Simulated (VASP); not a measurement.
Set up this calculation in VASP 6.6.1, as the native input.

| Item | Value |
| --- | --- |
| Task | single point |
| Functional | PBE |
| Potentials or basis | VASP PAW PBE potentials, release 64 (Ge_d, Ga_d) |
| Cutoff | 520 eV |
| k mesh | 8 × 8 × 8 |
| Occupations | fermi-dirac, width 0.05 eV |
| Spin | no spin polarisation |
| Further INCAR settings | ALGO = Normal; EDIFF = 1e-07; NBANDS = 20 |

The structure of GaGe lies in POSCAR:

```
GaGe
1.0
    0.0000000000      2.8978440000      2.8978440000
    2.8978440000      0.0000000000      2.8978440000
    2.8978440000      2.8978440000      0.0000000000
Ge Ga
1 1
Direct
   -0.0072340000     -0.0102740000      0.0253490000
    0.2399690000      0.2466220000      0.2642740000
```

The cell comes from a database or a generator and needn't be the stable form of this composition.

The cell isn't the ideal one: atoms moved at random, drawn with an rms of 0.05 Å.

These files were run (other wordings do the same):

INCAR

```
SYSTEM = GaGe
  PREC = Accurate
  ENCUT = 520
  EDIFF = 1E-7
  ISMEAR = -1
  SIGMA = 0.05
  LREAL = .FALSE.
  LASPH = .TRUE.
  NELM = 60
  ALGO = Normal
  ISIF = 2
  LWAVE = .FALSE.
  LCHARG = .FALSE.
  GGA = PE
  NBANDS = 20
```

KPOINTS

```
Automatic mesh
0
G
  8 8 8
  0 0 0
```

Potentials or basis: VASP PAW PBE potentials, release 64 (Ge_d, Ga_d).

The run is started by

```bash
$ cat potpaw_PBE.64/Ge_d/POTCAR potpaw_PBE.64/Ga_d/POTCAR > POTCAR
$ mpirun -np 1 vasp_std > vasp.out
```

Results of the run:

* Pressure: 0.3 GPa
* Largest force: 0.210 eV/Å
* Band gap on the k mesh: none (metal or under the smearing width)

Run time: 2.8 min on 1 thread of Intel(R) Xeon(R) Platinum 8259CL CPU @ 2.50GHz (Skylake/Cascade Lake), with other jobs on the host, peak memory 0.37 GiB.
